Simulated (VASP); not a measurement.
Energy against volume of AgCl (rock salt). Level of theory: vdW-DF-cx, VASP's PBE PAW potentials (set 64) (plane waves; VASP). Numerical set-up: 520 eV cut-off, 8×8×8 Γ-centred mesh, Gaussian smearing of 0.050 eV, potentials Ag Cl.

```
V (Å³/atom)  E (eV/atom)
-----------  -----------
19.249          -0.37873
19.863          -0.39005
20.477          -0.39375
21.092          -0.39115
```

**Question.** Fit these four points and predict the energy of the run at 21.706 Å³/atom.

**Answer.** A cubic in V^(−2/3), the third-order Birch-Murnaghan form, passes through the four points with V0 = 20.51 Å³/atom and B0 = 54 GPa, and gives -0.3834 eV/atom there. The run gave -0.3833 eV/atom, +0.0 meV/atom from the fit; all five points give B0 = 54 GPa.

The compound is AgCl in the rock salt structure. It was relaxed first.
